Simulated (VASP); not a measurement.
## LiF (Griceite): excitons from the Bethe-Salpeter equation

Aim: the optical spectrum of LiF (Griceite) with the electron-hole interaction. The cell is of the rock-salt type, one of the forms listed for this formula, which need not be the common one. The start is a cell from a database of measured crystal structures.

Main program and level: VASP 6.6.1; PBE; plane waves and PAW (F_GW, Li_GW), in the first sound run; inputs show where later runs differ.

### 1. Set-up

Symmetry: Fm-3m, No. 225, cubic system. The conventional cell has a = 4.028 Å, b = 4.028 Å, c = 4.028 Å, α = 90.00°, β = 90.00°, γ = 90.00°. F has 6 Li at 2.01 Å nearest. Nearest to Li lie 6 F at 2.01 Å. Farther neighbours and most contacts between anions are not listed.

Coordinates:

```cif
data_structure
_symmetry_space_group_name_H-M 'Fm-3m'
_symmetry_Int_Tables_number 225
_cell_length_a 4.0280
_cell_length_b 4.0280
_cell_length_c 4.0280
_cell_angle_alpha 90.000
_cell_angle_beta 90.000
_cell_angle_gamma 90.000
_cell_volume 65.35
loop_
_atom_site_label
_atom_site_type_symbol
_atom_site_symmetry_multiplicity
_atom_site_Wyckoff_symbol
_atom_site_fract_x
_atom_site_fract_y
_atom_site_fract_z
_atom_site_occupancy
F1 F 4 b 0.50000 0.00000 0.00000 1
Li1 Li 4 a 0.00000 0.00000 0.00000 1
```

### 2. Ground state

The orbitals come from a self-consistent PBE run with a tight EDIFF and a narrow smearing. KPOINTS_OPT adds the bands along a path, which shows whether the mesh holds the band edges.

INCAR reads:

```
SYSTEM = LiF
PREC = Accurate
ENCUT = 520
EDIFF = 1E-08
NELM = 100
ISMEAR = 0
SIGMA = 0.01
LREAL = .FALSE.
ALGO = Normal
GGA = PE
NBANDS = 10
LORBIT = 11
LWAVE = .TRUE.
LCHARG = .FALSE.
KPAR = 8
```

POSCAR reads:

```
LiF
1.0
    0.0000000000      2.0140000000      2.0140000000
    2.0140000000      0.0000000000      2.0140000000
    2.0140000000      2.0140000000      0.0000000000
F Li
1 1
Direct
    0.5000000000      0.5000000000      0.5000000000
    0.0000000000      0.0000000000      0.0000000000
```

KPOINTS reads:

```
Automatic mesh
0
Gamma
4 4 4
0 0 0
```

KPOINTS_OPT reads:

```
Line mode
12
Line-mode
Reciprocal
  0.00000000   0.00000000   0.00000000 GAMMA
  0.50000000   0.00000000   0.50000000 X

  0.50000000   0.00000000   0.50000000 X
  0.50000000   0.25000000   0.75000000 W

  0.50000000   0.25000000   0.75000000 W
  0.37500000   0.37500000   0.75000000 K

  0.37500000   0.37500000   0.75000000 K
  0.00000000   0.00000000   0.00000000 GAMMA

  0.00000000   0.00000000   0.00000000 GAMMA
  0.50000000   0.50000000   0.50000000 L

  0.50000000   0.50000000   0.50000000 L
  0.62500000   0.25000000   0.62500000 U

  0.62500000   0.25000000   0.62500000 U
  0.50000000   0.25000000   0.75000000 W

  0.50000000   0.25000000   0.75000000 W
  0.50000000   0.50000000   0.50000000 L

  0.50000000   0.50000000   0.50000000 L
  0.37500000   0.37500000   0.75000000 K

  0.62500000   0.25000000   0.62500000 U
  0.50000000   0.00000000   0.50000000 X
```

PAW data sets: F_GW and Li_GW (PBE family, release 64).

Command:

```bash
mpirun -np 8 vasp_std
```

Output:

```text
[banner, memory and clock lines left out]
running    8 mpi-ranks, on    1 nodes
 distrk:  each k-point on    1 cores,    8 groups
 distr:  one band on    1 cores,    1 groups

 POSCAR found type information on POSCAR F Li
 POSCAR found :  2 types and       2 ions
|                                                                             |
|           W    W    AA    RRRRR   N    N  II  N    N   GGGG   !!!           |
|           W    W   A  A   R    R  NN   N  II  NN   N  G    G  !!!           |
|           W    W  A    A  R    R  N N  N  II  N N  N  G       !!!           |
|           W WW W  AAAAAA  RRRRR   N  N N  II  N  N N  G  GGG   !            |
|           WW  WW  A    A  R   R   N   NN  II  N   NN  G    G                |
|           W    W  A    A  R    R  N    N  II  N    N   GGGG   !!!           |
|                                                                             |
|     For optimal performance we recommend to set                             |
|       NCORE = 2 up to number-of-cores-per-socket                            |
|     NCORE specifies how many cores store one orbital (NPAR=cpu/NCORE).      |
|     This setting can greatly improve the performance of VASP for DFT.       |
|     The default, NCORE=1 might be grossly inefficient on modern             |
|     multi-core architectures or massively parallel machines. Do your        |
|     Unfortunately you need to use the default for GW and RPA                |
|     calculations (for HF NCORE is supported but not extensively tested      |
|     yet).                                                                   |
|                                                                             |

 LDA part: xc-table for (Slater+PW92), standard interpolation
 POSCAR, INCAR and KPOINTS ok, starting setup
 FFT: planning ... GRIDC
 FFT: planning ... GRID_SOFT
 FFT: planning ... GRID
 WAVECAR not read
 entering main loop
       N       E                     dE             d eps       ncg     rms          rms(c)
DAV:   1     0.234173469471E+02    0.23417E+02   -0.56976E+03   168   0.775E+02
DAV:   2    -0.934089403798E+01   -0.32758E+02   -0.32074E+02   170   0.158E+02
DAV:   3    -0.100849181046E+02   -0.74402E+00   -0.74383E+00   178   0.235E+01
DAV:   4    -0.100873540592E+02   -0.24360E-02   -0.24359E-02   184   0.145E+00
DAV:   5    -0.100873648623E+02   -0.10803E-04   -0.10803E-04   200   0.887E-02    0.436E+00
DAV:   6    -0.960096233449E+01    0.48640E+00   -0.26763E+00   184   0.113E+01    0.147E+00
DAV:   7    -0.960455690085E+01   -0.35946E-02   -0.13998E-02   172   0.118E+00    0.895E-01
DAV:   8    -0.961027165575E+01   -0.57148E-02   -0.12422E-02   182   0.132E+00    0.970E-02
DAV:   9    -0.961043823586E+01   -0.16658E-03   -0.13608E-03   196   0.279E-01    0.621E-02
DAV:  10    -0.961039971469E+01    0.38521E-04   -0.39999E-04   184   0.143E-01    0.228E-03
DAV:  11    -0.961040142695E+01   -0.17123E-05   -0.27601E-06   186   0.178E-02    0.118E-03
DAV:  12    -0.961040149608E+01   -0.69129E-07   -0.63369E-08   184   0.293E-03    0.277E-04
DAV:  13    -0.961040155574E+01   -0.59659E-07   -0.10071E-08   192   0.839E-04    0.200E-04
DAV:  14    -0.961040160152E+01   -0.45779E-07   -0.16691E-09   120   0.362E-04    0.149E-05
DAV:  15    -0.961040160217E+01   -0.65756E-09   -0.28222E-11   126   0.527E-05
   1 F= -.96104016E+01 E0= -.96104016E+01  d E =-.649647E-37
 Start KPOINTS_OPT (optional k-point list driver)
k-point batch [1-8\120]
       N       E                     dE             ncg
DAV:   1    -0.178430928008E+03   -0.86266E+03      160
DAV:   2    -0.534509047424E+03   -0.35608E+03      184
DAV:   3    -0.544616787257E+03   -0.10108E+02      194
DAV:   4    -0.544644848367E+03   -0.28061E-01      202
DAV:   5    -0.544644944613E+03   -0.96246E-04      206
DAV:   6    -0.544644945089E+03   -0.47604E-06      200
DAV:   7    -0.544644945091E+03   -0.21622E-08      224
[...]
k-point batch [113-120\120]
       N       E                     dE             ncg
DAV:   1    -0.335408112032E+03   -0.34413E+04      168
DAV:   2    -0.587879310712E+03   -0.25247E+03      168
DAV:   3    -0.593663903784E+03   -0.57846E+01      188
DAV:   4    -0.593678678560E+03   -0.14775E-01      174
DAV:   5    -0.593678734578E+03   -0.56018E-04      184
DAV:   6    -0.593678734853E+03   -0.27547E-06      176
DAV:   7    -0.593678734855E+03   -0.15557E-08      184
 writing wavefunctions
```

Wall time 2.6 s (8 MPI ranks of AMD EPYC 9R45, shared host); peak memory 0.92 GiB; 16 s of CPU time.

Lines that name or quote the potential files are left out of all logs, and their timing lines are given in words.

Parts of OUTCAR (step 2):

```text
ion  position               nearest neighbor table
   1  0.500  0.500  0.500-   2 2.01   2 2.01   2 2.01   2 2.01   2 2.01   2 2.01
   2  0.000  0.000  0.000-   1 2.01   1 2.01   1 2.01   1 2.01   1 2.01   1 2.01

  LATTYP: Found a face centered cubic cell.
 ALAT       =     4.0280000000

 Subroutine GETGRP returns: Found 48 space group operations
 (whereof 48 operations were pure point group operations)

The static configuration has the point symmetry O_h .

 Found      8 irreducible k-points:

   k-points           NKPTS =      8   k-points in BZ     NKDIM =      8   number of bands    NBANDS=     10

   dimension x,y,z NGX =    24 NGY =   24 NGZ =   24
   dimension x,y,z NGXF=    48 NGYF=   48 NGZF=   48

   ENCUT  =  520.0 eV  38.22 Ry    6.18 a.u.   5.30  5.30  5.30*2*pi/ulx,y,z

   NELECT =       8.0000    total number of electrons

 k-points in reciprocal lattice and weights: Automatic mesh
   0.00000000  0.00000000  0.00000000       0.016
   0.25000000  0.00000000  0.00000000       0.125
   0.50000000  0.00000000  0.00000000       0.062
   0.25000000  0.25000000  0.00000000       0.094
   0.50000000  0.25000000  0.00000000       0.375
  -0.25000000  0.25000000  0.00000000       0.188
   0.50000000  0.50000000  0.00000000       0.047
  -0.25000000  0.50000000  0.25000000       0.094

 average (electrostatic) potential at core
       1-114.5806       2  -3.4734

 E-fermi :  -3.1136

 k-point     1 :       0.0000    0.0000    0.0000
  band No.  band energies     occupation
      1     -23.2249      2.00000
      2      -3.2015      2.00000
      3      -3.2015      2.00000
      4      -3.2015      2.00000
      5       5.8457      0.00000
      6      20.7342      0.00000
      7      20.7343      0.00000
      8      20.7343      0.00000
      9      21.1188      0.00000
    ...

 k-point     2 :       0.2500    0.0000    0.0000
  band No.  band energies     occupation
      1     -22.9916      2.00000
      2      -4.5836      2.00000
      3      -3.3223      2.00000
      4      -3.3223      2.00000
      5       7.1160      0.00000
      6      14.7337      0.00000
      7      17.3313      0.00000
      8      17.3313      0.00000
      9      23.8361      0.00000
    ...

 k-point     3 :       0.5000    0.0000    0.0000
  band No.  band energies     occupation
      1     -22.7433      2.00000
      2      -5.7433      2.00000
      3      -3.4393      2.00000
      4      -3.4393      2.00000
      5       7.5649      0.00000
      6      13.5059      0.00000
      7      15.6818      0.00000
      8      15.6818      0.00000
      9      27.2268      0.00000
    ...

  Total       -0.0948679     -0.0948679     -0.0948679      0.0000000      0.0000000     -0.0000000
  in kB       -9.3029670     -9.3029670     -9.3029670      0.0000000      0.0000000     -0.0000000
  external PRESSURE =      -9.3029670 kB  Pullay stress =       0.0000000 kB

  energy-cutoff  :      520.00
  volume of cell :       16.34
      direct lattice vectors                 reciprocal lattice vectors
     0.000000000  2.014000000  2.014000000    -0.248262165  0.248262165  0.248262165
     2.014000000  0.000000000  2.014000000     0.248262165 -0.248262165  0.248262165
     2.014000000  2.014000000  0.000000000     0.248262165  0.248262165 -0.248262165

 POSITION                                       TOTAL-FORCE (eV/Angst)
 -----------------------------------------------------------------------------------
      2.01400      2.01400      2.01400         0.000000      0.000000     -0.000000
      0.00000      0.00000      0.00000        -0.000000     -0.000000      0.000000
 -----------------------------------------------------------------------------------
    total drift:                               -0.000000     -0.000000      0.000000

  FREE ENERGIE OF THE ION-ELECTRON SYSTEM (eV)
  ---------------------------------------------------
  free  energy   TOTEN  =        -9.6104016022 eV

  energy  without entropy=       -9.6104016022  energy(sigma->0) =       -9.61040160

 total charge
# of ion       s       p       d       tot
------------------------------------------
    1        1.681   4.197   0.000   5.879
    2        0.117   0.250   0.096   0.463
--------------------------------------------------
tot          1.798   4.447   0.096   6.342

[... 3 further parts left out ...]
```

Numbers from this step:

* free energy (TOTEN): -9.610 eV
* Fermi energy: -3.114 eV
* pressure: -0.9303 GPa
* least gap on mesh and path: 9.044 eV
* least direct gap on mesh and path: 9.047 eV

The highest empty bands on the path are converged less tightly, to about 0.1 eV. The electronic bands at the labelled points (eV, zero at the valence-band top; v1 is the highest filled band, c1 the lowest empty one):

```csv
point,v3,v2,v1,c1,c2
Γ,0.00,0.00,0.00,9.04,23.93
0.55 of the way,-1.66,-0.59,-0.59,11.76,18.35
X,-3.02,-1.01,-1.01,14.80,16.46
0.55 of the way,-2.71,-1.40,-0.89,14.84,15.62
W,-2.09,-2.09,-0.81,15.04,15.04
0.55 of the way,-2.42,-1.70,-0.78,14.73,14.92
K,-2.51,-1.57,-0.74,14.47,14.90
0.55 of the way,-1.37,-0.63,-0.07,10.79,17.40
Γ,0.00,0.00,0.00,9.04,23.93
0.45 of the way,-1.21,-0.11,-0.11,10.18,18.30
L,-2.54,-0.24,-0.24,10.76,16.70
0.45 of the way,-2.42,-0.93,-0.40,11.91,15.99
U,-2.51,-1.57,-0.74,14.47,14.90
0.45 of the way,-2.42,-1.70,-0.78,14.73,14.92
W,-2.09,-2.09,-0.81,15.04,15.04
0.45 of the way,-2.32,-1.37,-0.53,12.78,15.62
L,-2.54,-0.24,-0.24,10.76,16.70
0.45 of the way,-2.42,-0.93,-0.40,11.91,15.99
K,-2.51,-1.57,-0.74,14.47,14.90
jump to U,-2.51,-1.57,-0.74,14.47,14.90
0.55 of the way,-2.91,-1.16,-0.95,14.82,15.90
X,-3.02,-1.01,-1.01,14.80,16.46
```

Of the projections kept (F, Li), the largest for each band there, as a share of the weight inside these atoms' spheres; weight between the spheres isn't counted:

```csv
point,v3,v2,v1,c1,c2
Γ,F 0.97,F 0.97,F 0.97,Li 0.72,Li 0.96
X,F 0.82,F 0.92,F 0.92,F 0.50,Li 1.00
W,F 0.86,F 0.86,F 0.93,Li 0.59,Li 0.59
K,F 0.84,F 0.89,F 0.93,Li 0.76,Li 0.54
Γ,F 0.97,F 0.97,F 0.97,Li 0.72,Li 0.96
L,F 0.85,F 0.95,F 0.95,Li 0.84,Li 0.52
```

The electronic bands as a text plot (rows in eV, shown from -3.0 to 14.9 only):

```
   14.5 |        ++++  +++                     ++  +          +++
   13.8 |       +                             +              +
   13.0 |      +          +                  +      +       +
   12.3 |     +            +                +        +     +
   11.5 |    +              ++             +          +   +
   10.8 |                     +       +++++            +++
   10.0 |  ++                  +     +
    9.3 |++                     +++++
    8.5 |
    7.8 |
    7.0 |
    6.3 |
    5.6 |
    4.8 |
    4.1 |
    3.3 |
    2.6 |
    1.8 |
    1.1 |
    0.3 |*                     *****
   -0.4 |******         ********** **************  ***********
   -1.2 |   *  *********    ***      *      **   **  **    ** ***
   -1.9 |    **      *********        **      *******        *
   -2.6 |      ******  ***              **********   ************
         Γ       X    W  K        Γ      L     U  W     L   K|U X
```

The cell has a gap of 9.04 eV on mesh and path.

### 3. Empty bands

ALGO = Exact makes the empty bands from the converged ground state in one step. LOPTICS writes the k-derivatives of the orbitals (WAVEDER), which give the long-wavelength limit of the screening.

INCAR reads:

```
SYSTEM = LiF
PREC = Accurate
ENCUT = 520
ISMEAR = 0
SIGMA = 0.01
LREAL = .FALSE.
GGA = PE
NBANDS = 40
ALGO = Exact
NELM = 1
LWAVE = .TRUE.
LCHARG = .FALSE.
LOPTICS = .TRUE.
NEDOS = 1000
CSHIFT = 0.1
```

POSCAR is that of step 2.

KPOINTS is that of step 2.

Command:

```bash
mpirun -np 8 vasp_std
```

Output:

```text
[banner, memory and clock lines left out]
running    8 mpi-ranks, on    1 nodes
 distrk:  each k-point on    8 cores,    1 groups
 distr:  one band on    1 cores,    8 groups

 POSCAR found type information on POSCAR F Li
 POSCAR found :  2 types and       2 ions
 [... a notice as in an earlier step ...]

 LDA part: xc-table for (Slater+PW92), standard interpolation
 found WAVECAR, reading the header
  number of bands has changed, file:    10 present:    40
  trying to continue reading WAVECAR, but it might fail
 POSCAR, INCAR and KPOINTS ok, starting setup
 FFT: planning ... GRIDC
 FFT: planning ... GRID_SOFT
 FFT: planning ... GRID
 reading WAVECAR
 random initialization beyond band           10
 the WAVECAR file was read successfully
 initial charge from wavefunction
 entering main loop
       N       E                     dE             d eps       ncg     rms          rms(c)
DIA:   1    -0.961040160148E+01   -0.96104E+01    0.00000E+00     0   0.000E+00
   1 F= -.96104016E+01 E0= -.96104016E+01  d E =-.252769E-22
 writing wavefunctions
 optical routines
 imaginary and real dielectric function
 recalculating local potential from charge density
 direction            1
 direction            2
 direction            3
```

It took 1.4 s on 8 MPI ranks; peak memory 0.72 GiB; 7.2 s of CPU time.

OUTCAR, selected parts (step 3):

```text
The static configuration has the point symmetry O_h .

 Found      8 irreducible k-points:

   k-points           NKPTS =      8   k-points in BZ     NKDIM =      8   number of bands    NBANDS=     40

   NELECT =       8.0000    total number of electrons

 E-fermi :  -3.1354

 k-point     1 :       0.0000    0.0000    0.0000
  band No.  band energies     occupation
      1     -23.2249      2.00000
      2      -3.2015      2.00000
      3      -3.2015      2.00000
      4      -3.2015      2.00000
      5       5.8457      0.00000
      6      20.7342      0.00000
      7      20.7342      0.00000
      8      20.7342      0.00000
      9      21.1188      0.00000
    ...

  Total       -0.0948709     -0.0948709     -0.0948709     -0.0000000     -0.0000000     -0.0000000
  in kB       -9.3032620     -9.3032620     -9.3032620     -0.0000000     -0.0000000     -0.0000000
  external PRESSURE =      -9.3032620 kB  Pullay stress =       0.0000000 kB

 POSITION                                       TOTAL-FORCE (eV/Angst)
 -----------------------------------------------------------------------------------
      2.01400      2.01400      2.01400        -0.000000     -0.000000      0.000000
      0.00000      0.00000      0.00000         0.000000      0.000000      0.000000
 -----------------------------------------------------------------------------------
    total drift:                               -0.000000     -0.000000      0.000000

  FREE ENERGIE OF THE ION-ELECTRON SYSTEM (eV)
  ---------------------------------------------------
  free  energy   TOTEN  =        -9.6104016015 eV

  energy  without entropy=       -9.6104016015  energy(sigma->0) =       -9.61040160

 plasma frequency squared (from intraband transitions) (eV^2)
  --------------------------------------------------------------------------------------
       0.000       0.000      -0.000
      -0.000       0.000      -0.000
       0.000      -0.000       0.000

[... 13 parts as in an earlier step ...]
```

The gap is read on the k-mesh alone, so it is an upper bound where the band edges lie off the mesh, and a coarse mesh can show a gap where there is none.

A gap read on the k-mesh alone can miss the band edges.

This step gave:

```
gap on the k-mesh              : 9.047 eV
least direct gap on the k-mesh : 9.047 eV
```

WAVECAR now holds 40 bands for 8 electrons. Its independent-particle dielectric tensor has xx, yy, zz = 2.1, 2.1, 2.1 on this mesh. It isn't tested for convergence in mesh or bands and lacks local fields, and at a small direct gap a coarse mesh makes it too large, which overscreens the GW step.

(Continued in part 2 of 3.)

[Lines on the potential files, build, host, timing and source positions are cut from VASP's logs without a mark.]

[Logs are printed without paths, hosts, clocks, repeated set-up lines and the standing remarks that a program may print on its own settings, such as how far it seeks lower states.]

[Hosts, paths, dates, database ids (printed as entryN), source tags and the programs' standing remarks are cut or masked in the printed files.]

[Pressures printed for these runs are not shown converged in the cutoff: they can be off by several GPa and have the wrong sign.]

[In band tables of VASP the shares of atoms and orbitals are scaled to a sum of 1 inside the atoms' spheres.]
